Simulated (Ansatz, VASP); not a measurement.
# SnO (Romarchite): VASP beside Ansatz, part 2 of 2

One calculation is typed for both programs; each brings its own data sets. How far apart do they land? The cell is taken from a series of runs on this material, whose earlier steps may have relaxed, scaled, displaced or heated it; both programs get it as it stands.

VASP 6.6.1 and Ansatz 0.2.0.

So far: Starting point; Ansatz: zone-centre phonons, PBEsol.

### Step 3. VASP: zone-centre phonons, PBEsol

Level of this step: PBEsol; plane waves and PAW (Sn_d, O) (VASP).

The same cell, functional, mesh and smearing now go to VASP, with its own data sets.

Lines of VASP's logs that name or quote its potential files are left out, and so is its time.

INCAR

```
SYSTEM = SnO
PREC = Accurate
ENCUT = 600
EDIFF = 1E-08
NELM = 120
ISMEAR = 1
SIGMA = 0.2
LREAL = .FALSE.
ALGO = Normal
GGA = PS
NBANDS = 26
LORBIT = 11
LWAVE = .FALSE.
LCHARG = .FALSE.
ISIF = 2
IBRION = 8
LASPH = .TRUE.
GGA_COMPAT = .FALSE.
KPAR = 2
```

POSCAR

```
SnO
1.0
    3.8056675152      0.0000000000      0.0000000000
    0.0000000000      3.8056675152      0.0000000000
    0.0000000000      0.0000000000      4.7512070704
Sn O
2 2
Direct
    0.5000000000      0.0000000000      0.2424769365
    0.0000000000      0.5000000000      0.7575230635
    0.0000000000      0.0000000000      0.0000000000
    0.5000000000      0.5000000000      0.0000000000
```

KPOINTS

```
Automatic mesh
0
Gamma
12 12 10
0 0 0
```

The projector-augmented-wave data sets are Sn_d and O (PBE family, release 64).

On the command line:

```bash
$ mpirun -np 2 vasp_std
```

Numbers of over 12 decimals in the logs are rounded to 6 here.

What it wrote:

```text
[banner, memory and clock lines left out]
running    2 mpi-ranks, on    1 nodes
 distrk:  each k-point on    1 cores,    2 groups
 distr:  one band on    1 cores,    1 groups

 POSCAR found type information on POSCAR SnO
 POSCAR found :  2 types and       4 ions
|                                                                             |
|               ----> ADVICE to this user running VASP <----                  |
|                                                                             |
|     You enforced a specific xc type in the INCAR file but a different       |
|     [... a line on the potential file left out ...]
|     I HOPE YOU KNOW WHAT YOU ARE DOING!                                     |
|                                                                             |

 LDA part: xc-table for (Slater+PW92), standard interpolation
 POSCAR, INCAR and KPOINTS ok, starting setup
 FFT: planning ... GRIDC
 FFT: planning ... GRID_SOFT
 FFT: planning ... GRID
 WAVECAR not read
 entering main loop
       N       E                     dE             d eps       ncg     rms          rms(c)
DAV:   1     0.421469268568E+03    0.42147E+03   -0.21875E+04  8870   0.256E+03
DAV:   2     0.366317595928E+02   -0.38484E+03   -0.37385E+03  9112   0.573E+02
DAV:   3    -0.244296483496E+02   -0.61061E+02   -0.60014E+02 10260   0.195E+02
DAV:   4    -0.273723457068E+02   -0.29427E+01   -0.29281E+01 10262   0.443E+01
DAV:   5    -0.274386395544E+02   -0.66294E-01   -0.66203E-01 10516   0.721E+00    0.108E+01
DAV:   6    -0.242765748487E+02    0.31621E+01   -0.16122E+01 14430   0.464E+01    0.477E+00
DAV:   7    -0.242529517482E+02    0.23623E-01   -0.18712E+00 10108   0.867E+00    0.244E+00
DAV:   8    -0.242318193098E+02    0.21132E-01   -0.35637E-01 12082   0.414E+00    0.823E-01
DAV:   9    -0.242177733413E+02    0.14046E-01   -0.69381E-02 13694   0.286E+00    0.223E-01
DAV:  10    -0.242189413328E+02   -0.11680E-02   -0.90865E-03 12928   0.940E-01    0.147E-01
DAV:  11    -0.242185166702E+02    0.42466E-03   -0.22565E-03 13446   0.475E-01    0.247E-02
DAV:  12    -0.242185503864E+02   -0.33716E-04   -0.30681E-04  9158   0.104E-01    0.327E-02
DAV:  13    -0.242185430434E+02    0.73429E-05   -0.35917E-05 12928   0.512E-02    0.210E-03
DAV:  14    -0.242185430952E+02   -0.51758E-07   -0.21890E-06  9780   0.986E-03    0.323E-03
DAV:  15    -0.242185432094E+02   -0.11424E-06   -0.18783E-07 12690   0.347E-03    0.152E-03
DAV:  16    -0.242185432944E+02   -0.84943E-07   -0.44073E-08  9614   0.155E-03    0.367E-04
DAV:  17    -0.242185433156E+02   -0.21267E-07   -0.22907E-09  4772   0.546E-04    0.511E-05
DAV:  18    -0.242185433142E+02    0.14297E-08   -0.86842E-10  4630   0.304E-04
   1 F= -.24218543E+02 E0= -.24218781E+02  d E =0.713291E-03
 Linear response reoptimize wavefunctions to high precision
DAV:   1    -0.242185433168E+02   -0.26166E-08   -0.27171E-10  4778   0.159E-04
DAV:   2    -0.242185433168E+02   -0.81855E-11   -0.82549E-11  4620   0.916E-05
 Linear response DOF=           4
 Linear response progress:
  Degree of freedom:   1/  4
       N       E                     dE             d eps       ncg     rms          rms(c)
RMM:   1    -0.211300461278E+00   -0.21130E+00    0.79011E-01 29558   0.113E+01
RMM:   2    -0.217241316239E+00   -0.59409E-02   -0.16596E-02 39753   0.104E+00    0.755E-02
RMM:   3    -0.217260940844E+00   -0.19625E-04   -0.13174E-03 41311   0.253E-01    0.383E-02
RMM:   4    -0.217033431821E+00    0.22751E-03   -0.13820E-04 42716   0.732E-02    0.162E-02
RMM:   5    -0.216968823009E+00    0.64609E-04    0.18386E-06 42814   0.233E-02    0.541E-03
RMM:   6    -0.216979813998E+00   -0.10991E-04    0.90865E-06 45055   0.775E-03    0.225E-03
RMM:   7    -0.216992989764E+00   -0.13176E-04    0.71337E-06 44362   0.254E-03    0.271E-04
RMM:   8    -0.216992676913E+00    0.31285E-06    0.42637E-06 45062   0.102E-03    0.737E-05
RMM:   9    -0.216992788141E+00   -0.11123E-06    0.25480E-06 45853   0.402E-04    0.348E-05
RMM:  10    -0.216993225223E+00   -0.43708E-06    0.14743E-06 46025   0.201E-04    0.339E-05
RMM:  11    -0.216993269317E+00   -0.44094E-07    0.76466E-07 46951   0.107E-04    0.101E-05
RMM:  12    -0.216993300377E+00   -0.31060E-07    0.38619E-07 47559   0.658E-05    0.130E-06
RMM:  13    -0.216993310029E+00   -0.96525E-08    0.24301E-07 47208   0.453E-05    0.579E-07
RMM:  14    -0.216993317364E+00   -0.73351E-08    0.13682E-07 39674   0.353E-05    0.328E-07
RMM:  15    -0.216993322270E+00   -0.49061E-08    0.74980E-08 31032   0.301E-05    0.172E-07
 first order change of Fermi-energy   0.17795E-04
 force on displaced ion       1 direction 1 :  -4.916   0.000   0.000
 Linear response progress:
  Degree of freedom:   2/  4
       N       E                     dE             d eps       ncg     rms          rms(c)
RMM:   1    -0.216812990033E+00   -0.21681E+00    0.11024E+00 11275   0.125E+01
RMM:   2    -0.222006333210E+00   -0.51933E-02   -0.17848E-02 14691   0.121E+00    0.124E-01
RMM:   3    -0.221543163249E+00    0.46317E-03   -0.23190E-03 15514   0.369E-01    0.641E-02
RMM:   4    -0.220944413309E+00    0.59875E-03   -0.24710E-04 15969   0.138E-01    0.217E-02
RMM:   5    -0.220836625468E+00    0.10779E-03   -0.45988E-05 16856   0.414E-02    0.764E-03
RMM:   6    -0.220853817078E+00   -0.17192E-04   -0.26091E-05 16398   0.131E-02    0.341E-03
RMM:   7    -0.220862119639E+00   -0.83026E-05   -0.85663E-06 17008   0.515E-03    0.232E-03
RMM:   8    -0.220870346967E+00   -0.82273E-05   -0.42935E-06 15114   0.267E-03    0.593E-04
RMM:   9    -0.220873315790E+00   -0.29688E-05   -0.17058E-06 17428   0.109E-03    0.258E-04
RMM:  10    -0.220874283058E+00   -0.96727E-06   -0.73671E-07 16190   0.402E-04    0.280E-05
RMM:  11    -0.220874371008E+00   -0.87950E-07   -0.67003E-09 18123   0.182E-04    0.143E-05
RMM:  12    -0.220874503949E+00   -0.13294E-06    0.25669E-08 17487   0.887E-05    0.676E-06
RMM:  13    -0.220874465385E+00    0.38563E-07    0.23860E-08 18464   0.530E-05    0.288E-06
RMM:  14    -0.220874464707E+00    0.67829E-09    0.16343E-09 17233   0.395E-05    0.142E-06
 first order change of Fermi-energy  -0.76364E+00
 force on displaced ion       1 direction 3 :   0.000   0.000 -12.828
 Linear response progress:
  Degree of freedom:   3/  4
       N       E                     dE             d eps       ncg     rms          rms(c)
RMM:   1    -0.373580969378E+00   -0.37358E+00    0.35728E-01 43339   0.331E+00
RMM:   2    -0.364354699018E+00    0.92263E-02   -0.87818E-03 34994   0.853E-01    0.122E-01
RMM:   3    -0.365859620189E+00   -0.15049E-02   -0.11634E-03 39436   0.239E-01    0.634E-02
RMM:   4    -0.367258784856E+00   -0.13992E-02   -0.42712E-04 39249   0.122E-01    0.142E-02
RMM:   5    -0.367301120097E+00   -0.42335E-04   -0.94872E-06 41413   0.259E-02    0.405E-03
RMM:   6    -0.367280075447E+00    0.21045E-04   -0.83448E-07 42310   0.687E-03    0.129E-03
RMM:   7    -0.367276600813E+00    0.34746E-05   -0.22467E-07 42094   0.191E-03    0.193E-04
RMM:   8    -0.367276583498E+00    0.17315E-07   -0.25264E-08 43669   0.536E-04    0.990E-05
RMM:   9    -0.367276682299E+00   -0.98801E-07   -0.14309E-08 43097   0.188E-04    0.359E-05
RMM:  10    -0.367276671972E+00    0.10327E-07   -0.53271E-09 43803   0.846E-05    0.978E-06
RMM:  11    -0.367276631169E+00    0.40802E-07   -0.33843E-08 45080   0.460E-05    0.347E-06
RMM:  12    -0.367276633250E+00   -0.20804E-08   -0.15442E-08 44194   0.340E-05    0.976E-07
 first order change of Fermi-energy   0.56630E-04
 force on displaced ion       3 direction 1 :  -8.106   0.000   0.001
 Linear response progress:
  Degree of freedom:   4/  4
       N       E                     dE             d eps       ncg     rms          rms(c)
RMM:   1    -0.377821762528E+00   -0.37782E+00    0.37658E-01 30676   0.329E+00
RMM:   2    -0.368691038091E+00    0.91307E-02   -0.93417E-03 23536   0.807E-01    0.121E-01
RMM:   3    -0.369852252150E+00   -0.11612E-02   -0.11748E-03 26771   0.233E-01    0.612E-02
RMM:   4    -0.371073538241E+00   -0.12213E-02   -0.39575E-04 25939   0.116E-01    0.140E-02
RMM:   5    -0.371153618516E+00   -0.80080E-04   -0.11829E-05 25863   0.327E-02    0.332E-03
RMM:   6    -0.371129449134E+00    0.24169E-04   -0.18811E-06 28391   0.106E-02    0.151E-03
RMM:   7    -0.371129509186E+00   -0.60052E-07   -0.51109E-07 25647   0.326E-03    0.457E-04
RMM:   8    -0.371130777319E+00   -0.12681E-05    0.18942E-07 28488   0.128E-03    0.214E-04
RMM:   9    -0.371131540647E+00   -0.76333E-06    0.10984E-07 27928   0.451E-04    0.872E-05
RMM:  10    -0.371131772961E+00   -0.23231E-06    0.20164E-08 28434   0.182E-04    0.249E-05
RMM:  11    -0.371131706575E+00    0.66386E-07   -0.21691E-08 30517   0.792E-05    0.817E-06
RMM:  12    -0.371131773192E+00   -0.66617E-07   -0.58415E-09 30001   0.401E-05    0.285E-06
RMM:  13    -0.371131773693E+00   -0.50079E-09   -0.84647E-11 30029   0.277E-05    0.878E-07
 first order change of Fermi-energy  -0.14258E-04
 force on displaced ion       3 direction 3 :   0.000   0.000  -7.072
 Linear response finished
```

OUTCAR, selected parts (step 3):

```text
ion  position               nearest neighbor table
   1  0.500  0.000  0.242-   3 2.22   4 2.22   4 2.22   3 2.22   2 3.54   2 3.54   2 3.54   2 3.54
                             2 3.64   2 3.64   2 3.64   2 3.64
   2  0.000  0.500  0.758-   3 2.22   4 2.22   3 2.22   4 2.22   1 3.54   1 3.54   1 3.54   1 3.54
                             1 3.64   1 3.64   1 3.64   1 3.64
   3  0.000  0.000  0.000-   1 2.22   2 2.22   2 2.22   1 2.22
   4  0.500  0.500  0.000-   1 2.22   2 2.22   1 2.22   2 2.22

  LATTYP: Found a simple tetragonal cell.
 ALAT       =     3.8056675152
 C/A-ratio  =     1.2484556392

 Subroutine GETGRP returns: Found 16 space group operations
 (whereof  8 operations were pure point group operations)

The static configuration has the point symmetry D_2d.
 The point group associated with its full space group is D_4h.

 Found    168 irreducible k-points:

   k-points           NKPTS =    168   k-points in BZ     NKDIM =    168   number of bands    NBANDS=     26

   dimension x,y,z NGX =    30 NGY =   30 NGZ =   40
   dimension x,y,z NGXF=    60 NGYF=   60 NGZF=   80

   ENCUT  =  600.0 eV  44.10 Ry    6.64 a.u.   7.60  7.60  9.49*2*pi/ulx,y,z

   NELECT =      40.0000    total number of electrons

 k-points in reciprocal lattice and weights: Automatic mesh
   0.00000000  0.00000000  0.00000000       0.001
   0.08333333  0.00000000  0.00000000       0.003
   0.16666667  0.00000000  0.00000000       0.003
   0.25000000  0.00000000  0.00000000       0.003
   0.33333333  0.00000000  0.00000000       0.003
   0.41666667  0.00000000  0.00000000       0.003
   0.50000000  0.00000000  0.00000000       0.001
   0.08333333  0.08333333  0.00000000       0.003
   0.16666667  0.08333333  0.00000000       0.006
[...]
0.50000000  0.41666667  0.50000000       0.003
   0.50000000  0.50000000  0.50000000       0.001

 average (electrostatic) potential at core
       1 -99.5950       2 -99.5950       3 -68.7082       4 -68.7082

  Total        0.0794487      0.0794487      0.0918842      0.0000000     -0.0000000      0.0000000
  in kB        1.8498287      1.8498287      2.1393692      0.0000000     -0.0000000      0.0000000
  external PRESSURE =       1.9463422 kB  Pullay stress =       0.0000000 kB

  energy-cutoff  :      600.00
  volume of cell :       68.81
      direct lattice vectors                 reciprocal lattice vectors
     3.805667515  0.000000000  0.000000000     0.262765992  0.000000000  0.000000000
     0.000000000  3.805667515  0.000000000     0.000000000  0.262765992  0.000000000
     0.000000000  0.000000000  4.751207070     0.000000000  0.000000000  0.210472830

 POSITION                                       TOTAL-FORCE (eV/Angst)
 -----------------------------------------------------------------------------------
      1.90283      0.00000      1.15206         0.000000     -0.000000      0.082879
      0.00000      1.90283      3.59915         0.000000     -0.000000     -0.082879
      0.00000      0.00000      0.00000        -0.000000      0.000000     -0.000000
      1.90283      1.90283      0.00000        -0.000000     -0.000000     -0.000000
 -----------------------------------------------------------------------------------
    total drift:                                0.000000      0.000000     -0.000000

 Eigenvectors and eigenvalues of the dynamical matrix
 ----------------------------------------------------

   1 f  =   13.808242 THz    86.759745 2PiTHz  460.593383 cm-1    57.106276 meV
             X         Y         Z           dx          dy          dz
      1.902834  0.000000  1.152058    -0.005914    0.041872    0.000000
      0.000000  1.902834  3.599149     0.005914   -0.041872    0.000000
      0.000000  0.000000  0.000000     0.098719    0.698904    0.000000
      1.902834  1.902834  0.000000    -0.098719   -0.698904   -0.000000

   2 f  =   13.808242 THz    86.759745 2PiTHz  460.593383 cm-1    57.106276 meV
             X         Y         Z           dx          dy          dz
      1.902834  0.000000  1.152058     0.041872    0.005914   -0.000000
      0.000000  1.902834  3.599149    -0.041872   -0.005914    0.000000
      0.000000  0.000000  0.000000    -0.698904    0.098719   -0.000000
      1.902834  1.902834  0.000000     0.698904   -0.098719   -0.000000

   3 f  =   10.990755 THz    69.056953 2PiTHz  366.612140 cm-1    45.454092 meV
             X         Y         Z           dx          dy          dz
      1.902834  0.000000  1.152058     0.000000   -0.000000   -0.243010
      0.000000  1.902834  3.599149     0.000000   -0.000000   -0.243010
      0.000000  0.000000  0.000000    -0.000000    0.000000    0.664038
      1.902834  1.902834  0.000000    -0.000000    0.000000    0.664038

   4 f  =   10.465741 THz    65.758190 2PiTHz  349.099541 cm-1    43.282807 meV
             X         Y         Z           dx          dy          dz
      1.902834  0.000000  1.152058     0.000000    0.000000    0.000000
      0.000000  1.902834  3.599149     0.000000    0.000000    0.000000
      0.000000  0.000000  0.000000    -0.000000   -0.000000    0.707107
      1.902834  1.902834  0.000000    -0.000000   -0.000000   -0.707107

   5 f  =    8.087040 THz    50.812372 2PiTHz  269.754622 cm-1    33.445296 meV
             X         Y         Z           dx          dy          dz
      1.902834  0.000000  1.152058    -0.196262   -0.144940   -0.000000
      0.000000  1.902834  3.599149    -0.196262   -0.144940    0.000000
      0.000000  0.000000  0.000000     0.533878    0.394269   -0.000000
      1.902834  1.902834  0.000000     0.533878    0.394269   -0.000000

   6 f  =    8.087040 THz    50.812372 2PiTHz  269.754622 cm-1    33.445296 meV
             X         Y         Z           dx          dy          dz
      1.902834  0.000000  1.152058     0.144940   -0.196262    0.000000
      0.000000  1.902834  3.599149     0.144940   -0.196262   -0.000000
      0.000000  0.000000  0.000000    -0.394269    0.533878   -0.000000
      1.902834  1.902834  0.000000    -0.394269    0.533878   -0.000000

   7 f  =    6.209268 THz    39.013982 2PiTHz  207.118890 cm-1    25.679458 meV
             X         Y         Z           dx          dy          dz
      1.902834  0.000000  1.152058    -0.000000   -0.000000    0.707107
      0.000000  1.902834  3.599149    -0.000000    0.000000   -0.707107
      0.000000  0.000000  0.000000    -0.000000    0.000000   -0.000000
      1.902834  1.902834  0.000000    -0.000000    0.000000    0.000000

   8 f  =    3.437622 THz    21.599215 2PiTHz  114.666721 cm-1    14.216855 meV
             X         Y         Z           dx          dy          dz
      1.902834  0.000000  1.152058     0.704700    0.040123    0.000000
      0.000000  1.902834  3.599149    -0.704700   -0.040123   -0.000000
      0.000000  0.000000  0.000000     0.042219   -0.002404    0.000000
      1.902834  1.902834  0.000000    -0.042219    0.002404   -0.000000

   9 f  =    3.437622 THz    21.599215 2PiTHz  114.666721 cm-1    14.216855 meV
             X         Y         Z           dx          dy          dz
      1.902834  0.000000  1.152058     0.040123   -0.704700   -0.000000
      0.000000  1.902834  3.599149    -0.040123    0.704700    0.000000
      0.000000  0.000000  0.000000     0.002404    0.042219    0.000000
      1.902834  1.902834  0.000000    -0.002404   -0.042219    0.000000

  10 f/i=    0.003491 THz     0.021932 2PiTHz    0.116431 cm-1     0.014436 meV
             X         Y         Z           dx          dy          dz
      1.902834  0.000000  1.152058     0.663539    0.013765   -0.000000
      0.000000  1.902834  3.599149     0.663539    0.013765   -0.000000
      0.000000  0.000000  0.000000     0.243928    0.005060   -0.000000
      1.902834  1.902834  0.000000     0.243928    0.005060   -0.000000

  11 f/i=    0.003491 THz     0.021932 2PiTHz    0.116431 cm-1     0.014436 meV
             X         Y         Z           dx          dy          dz
      1.902834  0.000000  1.152058    -0.013765    0.663539   -0.000000
      0.000000  1.902834  3.599149    -0.013765    0.663539   -0.000000
      0.000000  0.000000  0.000000    -0.005060    0.243928   -0.000000
      1.902834  1.902834  0.000000    -0.005060    0.243928   -0.000000

  12 f/i=    0.011330 THz     0.071187 2PiTHz    0.377922 cm-1     0.046856 meV
             X         Y         Z           dx          dy          dz
      1.902834  0.000000  1.152058     0.000000    0.000000    0.664038
      0.000000  1.902834  3.599149     0.000000    0.000000    0.664038
      0.000000  0.000000  0.000000     0.000000    0.000000    0.243010
      1.902834  1.902834  0.000000     0.000000    0.000000    0.243010

 ELASTIC MODULI CONTR FROM IONIC RELAXATION (kBar)
 Direction    XX          YY          ZZ          XY          YZ          ZX
 --------------------------------------------------------------------------------
 XX        -637.9976    -46.1592   -523.0535      0.0000     -0.0000      0.0000
 YY         -46.1592   -637.9976   -523.0535      0.0000     -0.0000      0.0000
 ZZ        -523.0535   -523.0535   -799.7727      0.0000     -0.0000      0.0000
 XY           0.0000      0.0000      0.0000      0.0000      0.0000      0.0000
 YZ          -0.0000     -0.0000     -0.0000      0.0000   -238.4204      0.0000
 ZX           0.0000      0.0000      0.0000      0.0000      0.0000   -317.4173
 --------------------------------------------------------------------------------
```

### Step 4. Side by side

Known differences besides the potentials themselves: the cutoff is 420 eV in Ansatz and 600 eV in VASP; Ansatz makes its cores anew for this functional, VASP keeps those of its PBE data sets. Total energies have different zeros and are not compared.

Compared:

```
                  quantity  Ansatz   VASP  difference
optical mode 1 to 2 (cm⁻¹)   112.7  114.7     -1.76 %
     optical mode 3 (cm⁻¹)   206.3  207.1     -0.41 %
optical mode 4 to 5 (cm⁻¹)   264.2  269.8     -2.07 %
     optical mode 6 (cm⁻¹)   345.4  349.1     -1.05 %
     optical mode 7 (cm⁻¹)   363.1  366.6     -0.97 %
optical mode 8 to 9 (cm⁻¹)   456.6  460.6     -0.86 %
```

Modes are paired by rising frequency, not by their patterns, so a pair may set unlike modes beside each other; they are those without the splitting of longitudinal modes.

### Step 5. What came out

```
r.m.s. difference of the optical zone-centre modes, each program's sorted by frequency (zone-centre phonons, PBEsol) : 3.8 cm⁻¹
difference in optical mode 4 to 5 (zone-centre phonons, PBEsol)                                                      : -2.1 %
```

The r.m.s. difference of the optical zone-centre modes, each program's sorted by frequency is 3.8 cm⁻¹ (zone-centre phonons, PBEsol). Among the rows given in per cent, the largest difference of the zone-centre phonons, PBEsol pair is in optical mode 4 to 5, -2.1 %. How closely two codes agree says nothing of how well the functional describes the real material.

[Lines on the potential files, build, host, timing and source positions are cut from VASP's logs without a mark.]

[Logs are printed without paths, hosts, clocks, repeated set-up lines and the standing remarks that a program may print on its own settings, such as how far it seeks lower states.]

[Hosts, paths, dates, database ids (printed as entryN), source tags and the programs' standing remarks are cut or masked in the printed files.]
